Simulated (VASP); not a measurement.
RuBr2:

```
Ru Br
1.0
     0.00000    3.16372    3.16372
     3.16372    0.00000    3.16372
     3.16372    3.16372    0.00000
Ru Br
1 2
Direct
  0.00000 0.00000 0.00000
  0.25000 0.25000 0.25000
  0.75000 0.75000 0.75000
```

The cell comes from a database or a generator and needn't be the stable form of this composition.

Base run:

```yaml
Program: VASP 6.6.1
Functional: PBEsol
Potentials_or_basis: VASP PAW PBE potentials, release 64 (Ru_pv, Br)
Cutoff: 520 eV
k_mesh: 5 × 5 × 5
Occupations: gaussian, width 0.05 eV
Spin: no spin polarisation
Hubbard_terms: Ru d U = 6 eV
```

Its results: band gap on the k mesh none (metal or under the smearing width); pressure -1.1 GPa.

Problem. The run is repeated on the same cell with these changes: spin from no spin polarisation to collinear spin, ferromagnetic start; further incar settings from ALGO = Normal; EDIFF = 1e-06; NBANDS = 21 to ALGO = Normal; EDIFF = 1e-07. What comes out?

Solution. Band gap on the k mesh none (metal or under the smearing width); pressure 7.2 GPa; net moment 2.00 μB per cell; site moments Ru +2.19; Br -0.13 μB.

Caveats: the PAW data sets were made with another functional, which shifts forces and pressure a little; U without spin polarisation on a metal has little footing (some runs).

Not every run made on this cell is shown here.
